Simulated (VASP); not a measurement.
Calculation: optB88-vdW, VASP's PBE PAW potentials (set 64) (plane waves; VASP 6.6.1).

VASP ran on this input.

**KPOINTS**
```
Automatic mesh
0
Gamma
7 7 7
0 0 0
```

INCAR:
```
AGGAC = 0.0
ALGO = Normal
EDIFF = 1E-6
EDIFFG = -0.02
ENCUT = 520
GGA = BO
IBRION = 2
ISIF = 3
ISMEAR = 1
LASPH = .TRUE.
LCHARG = .FALSE.
LMAXMIX = 4
LREAL = .FALSE.
LUSE_VDW = .TRUE.
LWAVE = .FALSE.
NELM = 100
NSW = 60
PARAM1 = 0.1833333333
PARAM2 = 0.22
PREC = Accurate
SIGMA = 0.1
SYSTEM = SrVO3
```

POSCAR:
```
SrVO3
1
    3.8155530627     0.0000000000     0.0000000000
    0.0000000000     3.8155530627     0.0000000000
   -0.0000000000    -0.0000000000     3.8155530627
Sr V O
1 1 3
Direct
  0.0000000000   0.0000000000   0.0000000000
  0.5000000000   0.5000000000   0.5000000000
  0.5000000000   0.0000000000   0.5000000000
  0.0000000000   0.5000000000   0.5000000000
  0.5000000000   0.5000000000   0.0000000000
```

POTCAR, in this order: Sr_sv V_sv O (PBE.64 set). Program: vasp_std.

Task: What will the output report for the number of irreducible k-points (NKPTS), largest plane-wave count, number of space-group operations, FFT grid (NGX, NGY, NGZ)?

Result: 
```json
{
  "number of irreducible k-points (NKPTS)": "20",
  "largest_plane_wave_count": "1508",
  "number_of_space_group_operations": "48",
  "FFT grid (NGX, NGY, NGZ)": "28 × 28 × 28"
}
```

The compound is SrVO3 in the cubic perovskite structure. This run relaxes it. Symmetry was kept, so distortions that lower it aren't found. The start is the result of an earlier pass. The run is not spin-polarised, so no magnetic state was tried. The electron count is odd and the run is not spin-polarised, which forces a metal.
